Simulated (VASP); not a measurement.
```
GaN
1.0
    0.00000     2.26000     2.26000
    2.26000     0.00000     2.26000
    2.26000     2.26000     0.00000
Ga N
1 1
Direct
  0.00000   0.00000   0.00000
  0.25000   0.25000   0.25000
```

The numbers are results of PBE GGA with D3 dispersion (Becke-Johnson damping), VASP's PBE PAW potentials (set 64) (plane waves; VASP), not measurements. Settings: 520 eV cut-off, 9×9×9 Γ-centred mesh, Gaussian smearing of 0.050 eV, potentials Ga_d N.

**Question.** Estimate the energy per atom (σ→0), band gap (on the k-mesh) with the smallest direct gap where there is one.

**Answer.** 
```json
{
  "band gap (on the k-mesh)": "1.67 eV",
  "smallest direct gap (on the k-mesh)": "1.67 eV",
  "energy per atom (σ→0)": "-6326 meV/atom"
}
```

The absolute energy has meaning only against runs of the same code, potentials and settings.

The compound is GaN in the zinc blende structure, a metastable form; wurtzite is the usual one. The cell was not relaxed at this level. The run is one of a series of settings (IVDW = 12 against the base run), some of them coarse on purpose.
